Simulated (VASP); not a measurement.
**MnSe: convergence with the precision settings and SCF threshold**

How sensitive are energy and pressure of MnSe to the precision settings and SCF threshold? The series runs use LDA. The precision settings tried: PREC = Low; PREC = Medium; PREC = Normal; PREC = Single; PREC = Accurate; LREAL = Auto; ADDGRID = .TRUE.; LASPH = .FALSE.. The SCF threshold tried: EDIFF = 0.01; EDIFF = 0.001; EDIFF = 1E-04; EDIFF = 1E-05; EDIFF = 1E-06; EDIFF = 1E-08. The start is a cell from a database of measured crystal structures.

Method: LDA, spin-polarised from a ferromagnetic start (one magnetic atom a cell); plane waves and PAW (Mn_pv, Se), in VASP 6.6.1.

The database entry behind the starting cell differs from later determinations by our own check (about 0.4 % short), so it need not match the best structure at ambient conditions.

## Step 1: The starting structure

The structure is cubic, space group Fm-3m (No. 225). Conventional cell: a = 5.440 Å, b = 5.440 Å, c = 5.440 Å, α = 90.00°, β = 90.00°, γ = 90.00°. Mn has 6 Se at 2.72 Å nearest. Se has 6 Mn at 2.72 Å nearest. Farther neighbours and most contacts between anions are not listed.

Structure file:

```xyz
2
Lattice="0.0000 2.7200 2.7200 2.7200 0.0000 2.7200 2.7200 2.7200 0.0000" Properties=species:S:1:pos:R:3 pbc="T T T"
Mn    0.0000    0.0000    0.0000
Se    2.7200    2.7200    2.7200
```

## Step 2: Precision settings: PREC = Low

PREC sets the FFT grids, and LREAL, ADDGRID and LASPH trade speed for accuracy. LDA, the lowest rung, knows the local density alone.

File INCAR:

```
SYSTEM = MnSe
PREC = Low
ENCUT = 400
EDIFF = 1E-06
NELM = 100
ISMEAR = -1
SIGMA = 0.05
LREAL = .FALSE.
ALGO = Normal
GGA = CA
NBANDS = 19
ISPIN = 2
MAGMOM = 4 0
LASPH = .TRUE.
LMAXMIX = 4
LORBIT = 11
LWAVE = .FALSE.
LCHARG = .FALSE.
KPAR = 2
ISIF = 2
```

File POSCAR:

```
MnSe
1.0
    0.0000000000      2.7200000000      2.7200000000
    2.7200000000      0.0000000000      2.7200000000
    2.7200000000      2.7200000000      0.0000000000
Mn Se
1 1
Direct
    0.0000000000      0.0000000000      0.0000000000
    0.5000000000      0.5000000000      0.5000000000
```

File KPOINTS:

```
Automatic mesh
0
Gamma
7 7 7
0 0 0
```

Potentials, in the order of the species: Mn_pv and Se (PBE family, release 64).

Launch:

```console
mpirun -np 2 vasp_std
```

The program printed:

```text
[banner, memory and clock lines left out]
running    2 mpi-ranks, on    1 nodes
 distrk:  each k-point on    1 cores,    2 groups
 distr:  one band on    1 cores,    1 groups

 POSCAR found type information on POSCAR MnSe
 POSCAR found :  2 types and       2 ions
|                                                                             |
|               ----> ADVICE to this user running VASP <----                  |
|                                                                             |
|     You enforced a specific xc type in the INCAR file but a different       |
|     [... a line on the potential file left out ...]
|     I HOPE YOU KNOW WHAT YOU ARE DOING!                                     |
|                                                                             |

 LDA part: xc-table for (Slater(with rela. corr.)+CA(PZ))
 , standard interpolation
 POSCAR, INCAR and KPOINTS ok, starting setup
 FFT: planning ... GRIDC
 FFT: planning ... GRID_SOFT
 FFT: planning ... GRID
 WAVECAR not read
 entering main loop
       N       E                     dE             d eps       ncg     rms          rms(c)
DAV:   1     0.128359371036E+03    0.12836E+03   -0.89118E+03  1552   0.825E+02
DAV:   2    -0.909556556434E+01   -0.13745E+03   -0.12985E+03  1623   0.252E+02
DAV:   3    -0.151926567653E+02   -0.60971E+01   -0.60307E+01  1761   0.596E+01
DAV:   4    -0.152550864461E+02   -0.62430E-01   -0.62410E-01  1665   0.619E+00
DAV:   5    -0.152558981652E+02   -0.81172E-03   -0.81171E-03  1671   0.723E-01    0.911E+00
DAV:   6    -0.143418700643E+02    0.91403E+00   -0.63011E+00  1649   0.295E+01    0.946E+00
DAV:   7    -0.141418449792E+02    0.20003E+00   -0.92319E-01  1640   0.142E+01    0.453E+00
DAV:   8    -0.141359985986E+02    0.58464E-02   -0.30469E-02  1658   0.136E+00    0.242E+00
DAV:   9    -0.141278893172E+02    0.81093E-02   -0.12083E-02  1898   0.125E+00    0.631E-01
DAV:  10    -0.141292894684E+02   -0.14002E-02   -0.70846E-03  1606   0.960E-01    0.171E-01
DAV:  11    -0.141293515041E+02   -0.62036E-04   -0.70390E-04  1690   0.178E-01    0.697E-02
DAV:  12    -0.141293484349E+02    0.30692E-05   -0.49420E-05  1663   0.458E-02    0.385E-02
DAV:  13    -0.141293483739E+02    0.61050E-07   -0.53065E-06  1657   0.264E-02
   1 F= -.14129348E+02 E0= -.14124222E+02  d E =-.102528E-01  mag=     4.5303
```

Elapsed: 4.8 s, on 2 MPI ranks of Intel Xeon 6975P-C (Granite Rapids), shared host; peak memory 0.22 GiB.

Lines that name or quote the potential files are left out of all logs, and their timing lines are given in words.

Parts of OUTCAR (step 2):

```text
ion  position               nearest neighbor table
   1  0.000  0.000  0.000-   2 2.72   2 2.72   2 2.72   2 2.72   2 2.72   2 2.72
   2  0.500  0.500  0.500-   1 2.72   1 2.72   1 2.72   1 2.72   1 2.72   1 2.72

  LATTYP: Found a face centered cubic cell.
 ALAT       =     5.4400000000

 Subroutine GETGRP returns: Found 48 space group operations
 (whereof 48 operations were pure point group operations)

The static configuration has the point symmetry O_h .

 Found     20 irreducible k-points:

   k-points           NKPTS =     20   k-points in BZ     NKDIM =     20   number of bands    NBANDS=     19

   dimension x,y,z NGX =    20 NGY =   20 NGZ =   20
   dimension x,y,z NGXF=    24 NGYF=   24 NGZF=   24

   ENCUT  =  400.0 eV  29.40 Ry    5.42 a.u.   6.27  6.27  6.27*2*pi/ulx,y,z

   NELECT =      19.0000    total number of electrons

 k-points in reciprocal lattice and weights: Automatic mesh
   0.00000000  0.00000000  0.00000000       0.003
   0.14285714  0.00000000  0.00000000       0.023
   0.28571429  0.00000000  0.00000000       0.023
   0.42857143  0.00000000  0.00000000       0.023
   0.14285714  0.14285714  0.00000000       0.017
   0.28571429  0.14285714  0.00000000       0.070
   0.42857143  0.14285714  0.00000000       0.070
  -0.42857143  0.14285714  0.00000000       0.070
  -0.28571429  0.14285714  0.00000000       0.070
[...]
-0.42857143  0.42857143  0.14285714       0.070
  -0.28571429  0.42857143  0.14285714       0.070

 average (electrostatic) potential at core
       1 -69.2525       2 -53.0144

 E-fermi :   5.2634

 spin component 1
 k-point     1 :       0.0000    0.0000    0.0000
  band No.  band energies     occupation
    ...
      8       2.2391      1.00000
      9       2.2391      1.00000
     10       3.8535      1.00000
     11       3.8535      1.00000
     12       3.8535      1.00000
     13       6.3703      0.00000
     14      13.6922      0.00000
     15      13.6922      0.00000
     16      13.6922      0.00000
     17      14.8331      0.00000
    ...

 k-point     2 :       0.1429    0.0000    0.0000
  band No.  band energies     occupation
    ...
      8       2.2595      1.00000
      9       2.2595      1.00000
     10       2.9565      1.00000
     11       4.3594      1.00000
     12       4.3594      1.00000
     13       7.6939      0.00000
     14      12.2898      0.00000
     15      13.2719      0.00000
     16      13.2719      0.00000
     17      14.8027      0.00000
    ...

 k-point     3 :       0.2857    0.0000    0.0000
  band No.  band energies     occupation
    ...
      8       2.4302      1.00000
      9       2.4303      1.00000
     10       2.7933      1.00000
     11       5.1734      0.85822
     12       5.1734      0.85820
     13       8.4282      0.00000
     14      11.6302      0.00000
     15      11.6302      0.00000
     16      12.2247      0.00000
     17      15.1134      0.00000
    ...

 k-point     4 :       0.4286    0.0000    0.0000
  band No.  band energies     occupation
    ...
      6       0.8714      1.00000
      7       0.8715      1.00000
      8       2.5762      1.00000
      9       2.5762      1.00000
     10       2.8890      1.00000
     11       5.7604      0.00005
     12       5.7604      0.00005
     13       7.9304      0.00000
     14      10.5060      0.00000
     15      10.5060      0.00000
    ...

 k-point     5 :       0.1429    0.1429    0.0000
  band No.  band energies     occupation
    ...
      8       2.0933      1.00000
      9       2.2776      1.00000
     10       3.6336      1.00000
     11       3.7983      1.00000
     12       3.7983      1.00000
     13       8.3539      0.00000
     14      12.1037      0.00000
     15      12.2000      0.00000
     16      13.5576      0.00000
     17      13.5576      0.00000
    ...

 k-point     6 :       0.2857    0.1429    0.0000
  band No.  band energies     occupation
    ...
      8       2.2357      1.00000
      9       2.4455      1.00000
     10       2.9583      1.00000
     11       4.1036      1.00000
     12       4.6726      0.99999
     13       9.2788      0.00000
     14      10.5317      0.00000
     15      11.7856      0.00000
     16      13.0688      0.00000
     17      14.4191      0.00000
    ...

  Total       -2.4548834     -2.4548834     -2.4548834      0.0000000      0.0000000     -0.0000000
  in kB      -97.7247913    -97.7247913    -97.7247913      0.0000000      0.0000000     -0.0000000
  external PRESSURE =     -97.7247913 kB  Pullay stress =       0.0000000 kB

  energy-cutoff  :      400.00
  volume of cell :       40.25
      direct lattice vectors                 reciprocal lattice vectors
     0.000000000  2.720000000  2.720000000    -0.183823529  0.183823529  0.183823529
     2.720000000  0.000000000  2.720000000     0.183823529 -0.183823529  0.183823529
     2.720000000  2.720000000  0.000000000     0.183823529  0.183823529 -0.183823529

 POSITION                                       TOTAL-FORCE (eV/Angst)
 -----------------------------------------------------------------------------------
      0.00000      0.00000      0.00000         0.000000      0.000000      0.000000
      2.72000      2.72000      2.72000         0.000000      0.000000     -0.000000
 -----------------------------------------------------------------------------------
    total drift:                               -0.000000      0.000000      0.000000

  FREE ENERGIE OF THE ION-ELECTRON SYSTEM (eV)
  ---------------------------------------------------
  free  energy   TOTEN  =       -14.1293483739 eV

  energy  without entropy=      -14.1190956179  energy(sigma->0) =      -14.12422200

 total charge
# of ion       s       p       d       tot
------------------------------------------
    1        0.227   6.158   4.971  11.356
    2        1.456   2.351   0.034   3.841
--------------------------------------------------
tot          1.683   8.508   5.005  15.197

 magnetization (x)
# of ion       s       p       d       tot
------------------------------------------
    1        0.049   0.035   4.005   4.090
    2        0.023   0.054   0.014   0.091
--------------------------------------------------
tot          0.072   0.090   4.020   4.181

[... 6 further parts left out ...]
```

The cell holds one magnetic atom, so no antiferromagnetic order fits into it. Experiment finds antiferromagnetic order in this phase (below 130 K, arxiv:1410.6562), so this ferromagnetic run describes another state. The k-mesh is coarse for a metal. The PAW data sets were made with PBE, though LDA sets exist; this is a small mismatch.

Numbers from this step:

| Property | Result |
| --- | --- |
| electronic steps | 13 |
| electrons | 19 |
| bands | 19 |
| irreducible k points | 20 |
| symmetry operations | 48 |
| free energy (TOTEN) | -14.13 eV |
| energy at zero smearing | -14.12 eV |
| Fermi energy | 5.263 eV |
| pressure | -9.772 GPa |
| moment of the cell, from the last line of the log | 4.530 μB |
| metallic | yes |

Spin moment in the PAW sphere by atom:

| atom | spin moment in the PAW sphere (μB) |
| --- | --- |
| Mn1 | 4.09 |
| Se2 | 0.09 |

The series starts at -7.0621 eV an atom and -9.77 GPa, after 13 cycles in 4.8 s.

## Step 3: Precision settings: PREC = Medium

Changes to INCAR since step 2:

```diff
@@ -1,3 +1,3 @@
 SYSTEM = MnSe
-PREC = Low
+PREC = Medium
 ENCUT = 400
```

POSCAR is that of step 2.

KPOINTS is that of step 2.

Launch:

```console
mpirun -np 2 vasp_std
```

The program printed:

```text
[banner, memory and clock lines left out]
running    2 mpi-ranks, on    1 nodes
[...]
[... a notice as in an earlier step ...]

 LDA part: xc-table for (Slater(with rela. corr.)+CA(PZ))
 , standard interpolation
 POSCAR, INCAR and KPOINTS ok, starting setup
[...]
entering main loop
       N       E                     dE             d eps       ncg     rms          rms(c)
DAV:   1     0.128360939448E+03    0.12836E+03   -0.89118E+03  1552   0.825E+02
DAV:   2    -0.909406070442E+01   -0.13746E+03   -0.12985E+03  1623   0.252E+02
DAV:   3    -0.151911625919E+02   -0.60971E+01   -0.60308E+01  1761   0.596E+01
DAV:   4    -0.152535924196E+02   -0.62430E-01   -0.62411E-01  1665   0.619E+00
[...]
DAV:  11    -0.141275645907E+02   -0.61904E-04   -0.70319E-04  1690   0.178E-01    0.697E-02
DAV:  12    -0.141275615078E+02    0.30829E-05   -0.49424E-05  1660   0.458E-02    0.385E-02
DAV:  13    -0.141275614482E+02    0.59567E-07   -0.52887E-06  1649   0.263E-02
   1 F= -.14127561E+02 E0= -.14122435E+02  d E =-.102526E-01  mag=     4.5303
```

Wall time 4.8 s (2 MPI ranks); peak memory 0.23 GiB; 8.1 s of CPU time.

OUTCAR, selected parts (step 3):

```text
  Total       -2.4567673     -2.4567673     -2.4567673     -0.0000000      0.0000000     -0.0000000
  in kB      -97.7997843    -97.7997843    -97.7997843     -0.0000000      0.0000000     -0.0000000
  external PRESSURE =     -97.7997843 kB  Pullay stress =       0.0000000 kB

 POSITION                                       TOTAL-FORCE (eV/Angst)
 -----------------------------------------------------------------------------------
      0.00000      0.00000      0.00000        -0.000000      0.000000     -0.000000
      2.72000      2.72000      2.72000         0.000000     -0.000000      0.000000
 -----------------------------------------------------------------------------------
    total drift:                               -0.000000      0.000000      0.000000

  FREE ENERGIE OF THE ION-ELECTRON SYSTEM (eV)
  ---------------------------------------------------
  free  energy   TOTEN  =       -14.1275614482 eV

  energy  without entropy=      -14.1173088139  energy(sigma->0) =      -14.12243513

 magnetization (x)
# of ion       s       p       d       tot
------------------------------------------
    1        0.049   0.035   4.006   4.090
    2        0.023   0.054   0.014   0.091
--------------------------------------------------
tot          0.072   0.090   4.020   4.181

[... 2 parts as in an earlier step ...]

[... 1 further part left out ...]
[key lines of the parts left out:]
E-fermi :   5.2634
```

Against the first of the series the energy moves by +0.89 meV an atom and the pressure by -0.01 GPa, after 13 cycles in 4.8 s.

## Step 4: Precision settings: PREC = Normal

Changes to INCAR since step 3:

```diff
@@ -1,3 +1,3 @@
 SYSTEM = MnSe
-PREC = Medium
+PREC = Normal
 ENCUT = 400
```

POSCAR is that of step 3.

KPOINTS is that of step 3.

Launch:

```console
mpirun -np 2 vasp_std
```

The program printed:

```text
[... set-up lines as in an earlier step ...]
 entering main loop
       N       E                     dE             d eps       ncg     rms          rms(c)
DAV:   1     0.128361234695E+03    0.12836E+03   -0.89118E+03  1552   0.825E+02
DAV:   2    -0.909378594654E+01   -0.13746E+03   -0.12985E+03  1623   0.252E+02
DAV:   3    -0.151908892662E+02   -0.60971E+01   -0.60308E+01  1761   0.596E+01
DAV:   4    -0.152533190996E+02   -0.62430E-01   -0.62411E-01  1665   0.619E+00
[...]
DAV:  11    -0.141272465339E+02   -0.61924E-04   -0.70314E-04  1687   0.178E-01    0.697E-02
DAV:  12    -0.141272434524E+02    0.30815E-05   -0.49420E-05  1660   0.458E-02    0.385E-02
DAV:  13    -0.141272433930E+02    0.59462E-07   -0.52900E-06  1660   0.263E-02
   1 F= -.14127243E+02 E0= -.14122117E+02  d E =-.102524E-01  mag=     4.5304
```

The job ended after 5.2 s (2 MPI ranks; peak memory 0.24 GiB; 8.9 s of CPU time).

Parts of OUTCAR (step 4):

```text
  Total       -2.4554040     -2.4554040     -2.4554040      0.0000000     -0.0000000      0.0000000
  in kB      -97.7455120    -97.7455120    -97.7455120      0.0000000     -0.0000000      0.0000000
  external PRESSURE =     -97.7455120 kB  Pullay stress =       0.0000000 kB

 POSITION                                       TOTAL-FORCE (eV/Angst)
 -----------------------------------------------------------------------------------
      0.00000      0.00000      0.00000         0.000000      0.000000     -0.000000
      2.72000      2.72000      2.72000         0.000000     -0.000000      0.000000
 -----------------------------------------------------------------------------------
    total drift:                                0.000000     -0.000000     -0.000000

  FREE ENERGIE OF THE ION-ELECTRON SYSTEM (eV)
  ---------------------------------------------------
  free  energy   TOTEN  =       -14.1272433930 eV

  energy  without entropy=      -14.1169909493  energy(sigma->0) =      -14.12211717

[... 3 parts as in an earlier step ...]

[... 1 further part left out ...]
[key lines of the parts left out:]
E-fermi :   5.2634
```

Against the first of the series the energy moves by +1.05 meV an atom while the pressure stays within 0.01 GPa, after 13 cycles in 5.2 s.

## Step 5: Precision settings: PREC = Single

Changes to INCAR since step 4:

```diff
@@ -1,3 +1,3 @@
 SYSTEM = MnSe
-PREC = Normal
+PREC = Single
 ENCUT = 400
```

POSCAR is that of step 4.

KPOINTS is that of step 4.

Launch:

```console
mpirun -np 2 vasp_std
```

The program printed:

```text
[... set-up lines as in an earlier step ...]
 entering main loop
       N       E                     dE             d eps       ncg     rms          rms(c)
DAV:   1     0.128361120573E+03    0.12836E+03   -0.89117E+03  1552   0.825E+02
DAV:   2    -0.909378961347E+01   -0.13745E+03   -0.12985E+03  1623   0.252E+02
DAV:   3    -0.151908907606E+02   -0.60971E+01   -0.60308E+01  1761   0.596E+01
DAV:   4    -0.152533166085E+02   -0.62426E-01   -0.62407E-01  1665   0.619E+00
[...]
DAV:  11    -0.141272340441E+02   -0.62041E-04   -0.70427E-04  1687   0.178E-01    0.697E-02
DAV:  12    -0.141272309723E+02    0.30719E-05   -0.49453E-05  1666   0.458E-02    0.385E-02
DAV:  13    -0.141272309136E+02    0.58646E-07   -0.53108E-06  1654   0.264E-02
   1 F= -.14127231E+02 E0= -.14122105E+02  d E =-.102528E-01  mag=     4.5303
```

Elapsed: 7.4 s, on 2 MPI ranks; peak memory 0.24 GiB; 13 s of CPU time.

From OUTCAR (step 5):

```text
  Total       -2.4424771     -2.4424771     -2.4424771     -0.0000000     -0.0000000     -0.0000000
  in kB      -97.2309167    -97.2309167    -97.2309167     -0.0000000     -0.0000000     -0.0000000
  external PRESSURE =     -97.2309167 kB  Pullay stress =       0.0000000 kB

 POSITION                                       TOTAL-FORCE (eV/Angst)
 -----------------------------------------------------------------------------------
      0.00000      0.00000      0.00000        -0.000000      0.000000     -0.000000
      2.72000      2.72000      2.72000         0.000000     -0.000000      0.000000
 -----------------------------------------------------------------------------------
    total drift:                               -0.000000      0.000000     -0.000000

  FREE ENERGIE OF THE ION-ELECTRON SYSTEM (eV)
  ---------------------------------------------------
  free  energy   TOTEN  =       -14.1272309136 eV

  energy  without entropy=      -14.1169781039  energy(sigma->0) =      -14.12210451

[... 3 parts as in an earlier step ...]

[... 1 further part left out ...]
[key lines of the parts left out:]
E-fermi :   5.2634
```

Against the first of the series the energy moves by +1.06 meV an atom and the pressure by +0.05 GPa, after 13 cycles in 7.4 s.

(Part 1 of 3 ends here.)

[Lines on the potential files, build, host, timing and source positions are cut from VASP's logs without a mark.]

[Logs are printed without paths, hosts, clocks, repeated set-up lines and the standing remarks that a program may print on its own settings, such as how far it seeks lower states.]

[Hosts, paths, dates, database ids (printed as entryN), source tags and the programs' standing remarks are cut or masked in the printed files.]

[A measured line is paired with the nearest computed mode of its activity, which favours agreement.]
